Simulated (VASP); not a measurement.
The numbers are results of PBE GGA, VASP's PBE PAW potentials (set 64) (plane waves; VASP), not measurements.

VASP ran on this input.

File KPOINTS_OPT:
```
k-points along high-symmetry lines
20
Line-mode
Reciprocal
  0.000000   0.000000   0.000000 ! GAMMA
  0.500000   0.000000   0.000000 ! M

  0.500000   0.000000   0.000000 ! M
  0.333333   0.333333   0.000000 ! K

  0.333333   0.333333   0.000000 ! K
  0.000000   0.000000   0.000000 ! GAMMA
```

File KPOINTS:
```
Automatic mesh
0
Gamma
7 7 1
0 0 0
```

POSCAR:
```
LaAs
1.0
  4.7333170000   0.0000000000   0.0000000000
 -2.3666590000   4.0991730000   0.0000000000
  0.0000000000   0.0000000000  14.0000000000
La As
1 1
Cart
  2.3666607000   1.3663896336   7.0000000000
 -0.0000027000   2.7327833664   7.0000000000
```

**INCAR**
```
SYSTEM=LaAs
PREC=Accurate; ENCUT=300; LREAL=F
LASPH=T
EDIFF=1E-6; NELM=100; ALGO=Normal
LMAXMIX=6
ISMEAR=0; SIGMA=0.05
GGA=PE
ISIF=2
LWAVE=F; LCHARG=F
```

POTCAR, in this order: La As (PBE.64 set). Program: vasp_std.

Problem. What will the output report for the number of irreducible k-points (NKPTS), largest plane-wave count, number of space-group operations, FFT grid (NGX, NGY, NGZ)?

Solution. 
| Item | Result |
|---|---|
| number of irreducible k-points (NKPTS) | 8 |
| largest plane-wave count | 3243 |
| number of space-group operations | 12 |
| FFT grid (NGX, NGY, NGZ) | 28 × 28 × 80 |

The cell is a sheet with vacuum, built from a generated structure.
